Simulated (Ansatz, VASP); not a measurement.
**One calculation of Ta2Au3, two programs**

The input INCAR:

```
SYSTEM = Ta2Au3
ALGO = Normal ; EDIFF = 1E-7
ENCUT = 520 ; GGA = PE
ISIF = 2 ; ISMEAR = 0
LASPH = .TRUE. ; LCHARG = .FALSE.
LREAL = .FALSE. ; LWAVE = .FALSE.
NBANDS = 36 ; NELM = 100
PREC = Accurate ; SIGMA = 0.1
```

The input KPOINTS:

```
k-points
0
G
  8 8 8
  0 0 0
```

Contents of POSCAR:

```
Ta2Au3
1.0
    4.9542115499      0.0000000000      0.0000000000
    0.0000000000      4.9542115499      0.0000000000
    0.0000000000      0.0000000000      4.9542115499
Ta Au
2 3
Direct
    0.5000000000      0.5000000000      0.5000000000
    0.0000000000      0.0000000000      0.0000000000
    0.0000000000      0.5000000000      0.5000000000
    0.5000000000      0.0000000000      0.5000000000
    0.5000000000      0.5000000000      0.0000000000
```

Input for Ansatz:

```yaml
crystal:
  lattice:
    - [4.9542115499, 0.0, 0.0]
    - [0.0, 4.9542115499, 0.0]
    - [0.0, 0.0, 4.9542115499]
  atoms:
    - { symbol: Ta, position: [0.5, 0.5, 0.5] }
    - { symbol: Ta, position: [0.0, 0.0, 0.0] }
    - { symbol: Au, position: [0.0, 0.5, 0.5] }
    - { symbol: Au, position: [0.5, 0.0, 0.5] }
    - { symbol: Au, position: [0.5, 0.5, 0.0] }
basis:
  ecutwfc: 420
kpoints:
  mp_grid: { grid: [8, 8, 8] }
  band_path:
    path:
      - [[0.0, 0.0, 0.0], [0.0, 0.5, 0.0], [0.5, 0.5, 0.0], [0.0, 0.0, 0.0], [0.5, 0.5, 0.5], [0.0, 0.5, 0.0]]
      - [[0.5, 0.5, 0.5], [0.5, 0.5, 0.0]]
    npoints: 14
hamiltonian:
  xc: pbe
scf:
  occupations: { method: gaussian, width: 0.1 }
  n_extra_bands: 12
output:
  forces: true
  stress: true
  eigenvalues: true
  populations: true
  dos: { projected: true, de: 0.02, nscf_kmesh: { grid: [10, 10, 10] } }
  bader: true
  write_density: true
  write_potential: true
  elf: true
  volumetric_format: npy
```

The cell was built by a generator and needn't be a form met in nature.

Alike in both runs: task single point; functional PBE; k mesh 8 × 8 × 8; occupations gaussian, width 0.1 eV; no spin polarisation.

|  | VASP | Ansatz |
| --- | --- | --- |
| version | VASP 6.6.1 | Ansatz 0.2.0 |
| potentials or method | VASP PAW PBE potentials, release 64 (Ta_pv, Au) | scalar-relativistic, plane waves, PAW |
| plane-wave cutoff (eV) | 520 | 420 |
| valence electrons in the cell | 55 | 83 |

Ansatz gave:

* gap on the k mesh at the Fermi level (eV): none
* pressure (GPa): 0.0

Task: Estimate VASP's values.

Result: gap on the k mesh at the Fermi level (eV): none; pressure (GPa): 0.1.

A gap of «none» marks a metal or a gap that the smearing closes. The functional is the same, so the differences come from potentials, cutoffs and numerics. The two sets of potentials don't hold the same shells in valence.

The runs have no spin-orbit coupling, so splittings on Au, Ta are missing.
